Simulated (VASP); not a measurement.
Input:

```
CELL_PARAMETERS angstrom
      0.00000     2.75050     2.75050
      2.75050     0.00000     2.75050
      2.75050     2.75050     0.00000
ATOMIC_POSITIONS crystal
  Ga 0.00000 0.00000 0.00000
  P  0.25000 0.25000 0.25000
```

Method: PBE GGA with spin-orbit coupling, VASP's PBE PAW potentials (set 64) (plane waves; VASP 6.6.1). Run with 400 eV cut-off, 8×8×8 Γ-centred mesh, Gaussian smearing of 0.050 eV, potentials Ga_d P.

### Question
What does the run give for the energy per atom (σ→0), band gap (over mesh and band path) with the smallest direct gap where there is one?

### Answer

| Item | Value |
|---|---|
| band gap (over mesh and band path) | 1.56 eV |
| smallest direct gap (over mesh and band path) | 1.57 eV |
| energy per atom (σ→0) | -4.565 eV/atom |

The absolute energy has meaning only against runs of the same code, potentials and settings.

The compound is GaP in the zinc blende structure. It was relaxed first.
